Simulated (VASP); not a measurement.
Energy against volume of Li2Se (antifluorite). Method: PBE GGA with D4 dispersion, VASP's PBE PAW potentials (set 64) (plane waves; VASP 6.6.1). Settings: 520 eV cut-off, 7×7×7 Γ-centred mesh, Gaussian smearing of 0.050 eV, potentials Li_sv Se.

```csv
V (Å³/atom),E (eV/atom)
16.386,-3.81987
16.909,-3.82611
17.432,-3.82820
17.955,-3.82672
```

Q: Fit these four points and predict the energy of the run at 18.478 Å³/atom.

A: A cubic in V^(−2/3), the third-order Birch-Murnaghan form, passes through the four points with V0 = 17.46 Å³/atom and B0 = 36 GPa, and gives -3.8222 eV/atom there. The run gave -3.8221 eV/atom, +0.0 meV/atom from the fit; all five points give B0 = 36 GPa.

The compound is Li2Se in the antifluorite structure. It was relaxed first.
